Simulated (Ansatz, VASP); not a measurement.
# Two plane-wave programs on LiSnF4

```
Li Sn F
1.0
     4.26972    0.00000    0.00000
     0.00000    4.26972    0.00000
     0.00000    0.00000    6.82308
Li Sn F
1 1 4
Direct
  0.50000 0.50000 0.50000
  0.00000 0.00000 0.00000
  0.00000 0.00000 0.30805
  0.00000 0.00000 0.69195
  0.00000 0.50000 0.00000
  0.50000 0.00000 0.00000
```

Alike in both runs: functional PBE; k mesh 4 × 4 × 4; occupations gaussian, width 0.1 eV; no spin polarisation.

Ansatz relaxed the structure, and its values are those at the end. VASP's run is a single point on that final structure, the one shown.

```csv
,VASP,Ansatz
version,VASP 6.6.1,Ansatz 0.2.0
potentials or method,"VASP PAW PBE potentials, release 64 (Li_sv, Sn_d, F)","scalar-relativistic, plane waves, PAW"
plane-wave cutoff (eV),520,420
valence electrons in the cell,45,45
```

|  | VASP | Ansatz | Ansatz less VASP |
| --- | --- | --- | --- |
| gap on the k mesh at the Fermi level (eV) | none | none | - |
| rms of the force components (eV/Å) | 0.030 | 0.004 | -0.0259 |

A gap of «none» marks a metal or a gap that the smearing closes. With one functional, cell and mesh, what is left measures potentials, basis and numerics.

Caveats: the k mesh is coarse (spacing up to 0.37 Å⁻¹), so the values aren't converged; an odd number of electrons without spin polarisation forces a metal; a magnetic or distorted state may lie lower.
